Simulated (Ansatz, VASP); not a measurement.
One calculation of Y3ScRu4, two programs

File INCAR:

```
SYSTEM = Y3ScRu4
  PREC = Accurate
  ENCUT = 520
  EDIFF = 1E-6
  ISMEAR = 0
  SIGMA = 0.2
  LREAL = .FALSE.
  LASPH = .TRUE.
  NELM = 100
  ALGO = Fast
  ISIF = 2
  LWAVE = .FALSE.
  LCHARG = .FALSE.
  GGA = PE
  NBANDS = 60
```

Contents of KPOINTS:

```
regular mesh
0
G
  6 6 6
  0 0 0
```

POSCAR

```
Y3ScRu4
1.0
   -3.3592838985      3.3592838985      3.3592838985
    3.3592838985     -3.3592838985      3.3592838985
    3.3592838985      3.3592838985     -3.3592838985
Y Sc Ru
3 1 4
Direct
    1.0000000000      0.5000000000      0.5000000000
    0.5000000000      0.0000000000      0.5000000000
    0.5000000000      0.5000000000      0.0000000000
    0.0000000000      0.0000000000      0.0000000000
    0.5000000000      0.5000000000      0.5000000000
    1.0000000000      0.0000000000      0.5000000000
    1.0000000000      0.5000000000      0.0000000000
    0.5000000000      0.0000000000      0.0000000000
```

Input for Ansatz:

```yaml
crystal:
  lattice:
    - [-3.3592838985, 3.3592838985, 3.3592838985]
    - [3.3592838985, -3.3592838985, 3.3592838985]
    - [3.3592838985, 3.3592838985, -3.3592838985]
  atoms:
    - { symbol: "Y", position: [1.0, 0.5, 0.5] }
    - { symbol: "Y", position: [0.5, 0.0, 0.5] }
    - { symbol: "Y", position: [0.5, 0.5, 0.0] }
    - { symbol: Sc, position: [0.0, 0.0, 0.0] }
    - { symbol: Ru, position: [0.5, 0.5, 0.5] }
    - { symbol: Ru, position: [1.0, 0.0, 0.5] }
    - { symbol: Ru, position: [1.0, 0.5, 0.0] }
    - { symbol: Ru, position: [0.5, 0.0, 0.0] }
basis:
  ecutwfc: 420
kpoints:
  mp_grid: { grid: [6, 6, 6] }
hamiltonian:
  xc: pbe
scf:
  occupations: { method: gaussian, width: 0.2 }
  lower_state_search: "off"
output:
  forces: true
  stress: true
  eigenvalues: true
```

Alike in both runs: task single point; functional PBE; k mesh 6 × 6 × 6; occupations gaussian, width 0.2 eV; no spin polarisation.

|  | VASP | Ansatz |
| --- | --- | --- |
| version | VASP 6.6.1 | Ansatz 0.2.0 |
| potentials or method | VASP PAW PBE potentials, release 64 (Y_sv, Sc_sv, Ru_pv) | scalar-relativistic, plane waves, PAW |
| plane-wave cutoff (eV) | 520 | 420 |
| valence electrons in the cell | 100 | 108 |

VASP gave:

```
gap on the k mesh at the Fermi level (eV) : none
pressure (GPa)                            : 0.0
```

Q: Which values does Ansatz return?

A: gap on the k mesh at the Fermi level (eV): none; pressure (GPa): 0.2.

A gap of «none» marks a metal or a gap that the smearing closes. The two sets of potentials don't hold the same shells in valence.
